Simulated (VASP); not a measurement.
A VASP calculation is set up with these files.

INCAR:
```
SYSTEM = PtAl2
PREC = Accurate; ENCUT = 520; LREAL = F
LASPH = T
EDIFF = 1E-7; NELM = 100; ALGO = Normal
LMAXMIX = 6
ISMEAR = 1; SIGMA = 0.1
GGA = RP
ISIF = 2
LWAVE = F; LCHARG = F
```

### KPOINTS
```
Automatic mesh
0
Gamma
9 9 9
0 0 0
```

**POSCAR**
```
PtAl2
1
    0.0000000000     2.9264591025     2.9264591025
    2.9264591025     0.0000000000     2.9264591025
    2.9264591025     2.9264591025     0.0000000000
Al Pt
2 1
Direct
  0.2500000000   0.2500000000   0.2500000000
  0.7500000000   0.7500000000   0.7500000000
  0.0000000000   0.0000000000   0.0000000000
```

POTCAR, in this order: Al Pt (PBE.64 set). Program: vasp_std.

Problem. Translate this RPBE calculation to Quantum ESPRESSO's pw.x.

Solution. One equivalent input (not run):
```
&CONTROL
  calculation = 'scf'
  pseudo_dir = './pseudo'
  outdir = './out'
  tprnfor = .true.
  tstress = .true.
/
&SYSTEM
  ibrav = 0
  nat = 3
  ntyp = 2
  ecutwfc = 84
  occupations = 'smearing'
  smearing = 'methfessel-paxton'
  degauss = 0.00735
  input_dft = 'rpbe'
/
&ELECTRONS
  conv_thr = 7.3e-09
  electron_maxstep = 100
/
ATOMIC_SPECIES
  Al 26.982 Al.upf
  Pt 195.084 Pt.upf
CELL_PARAMETERS angstrom
     0.0000000    2.9264591    2.9264591
     2.9264591    0.0000000    2.9264591
     2.9264591    2.9264591    0.0000000
ATOMIC_POSITIONS crystal
  Al   0.2500000  0.2500000  0.2500000
  Al   0.7500000  0.7500000  0.7500000
  Pt   0.0000000  0.0000000  0.0000000
K_POINTS automatic
  9 9 9 0 0 0
```
What does not carry over: the potentials are each code's own (VASP's PAW set, PseudoDojo norm-conserving files in pw.x), so ENCUT and ecutwfc are chosen apart and not converted; conv_thr bounds pw.x's estimated SCF error, while EDIFF bounds the energy change between steps.

The compound is PtAl2 in the fluorite structure. This cell is one point of a volume scan, at 0.94 of the reference volume.
